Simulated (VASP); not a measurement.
Consider the following.

```xyz
2
Lattice="1.8250 -3.1610 0.0000 1.8250 3.1610 0.0000 0.0000 0.0000 5.7300" Properties=species:S:1:pos:R:3 pbc="T T T"
Y      1.8250     1.0537     1.4325
Y      1.8250    -1.0537     4.2975
```

These are PBE GGA, VASP's PBE PAW potentials (set 64) (plane waves; VASP) values and carry that method's errors. Settings: 400 eV cut-off, 9×9×5 Γ-centred mesh, first-order Methfessel-Paxton smearing of 0.10 eV, potentials Y_sv.

**Question.** What does the run give for the energy per atom (σ→0), band gap (on the k-mesh) with the smallest direct gap where there is one?

**Answer.** 
| Property | Value |
|---|---|
| band gap (on the k-mesh) | none (metal, semimetal or under 0.01 eV) |
| energy per atom (σ→0) | -6.431 eV/atom |

The absolute energy has meaning only against runs of the same code, potentials and settings.

The compound is Y in the hcp structure. The cell was not relaxed at this level.
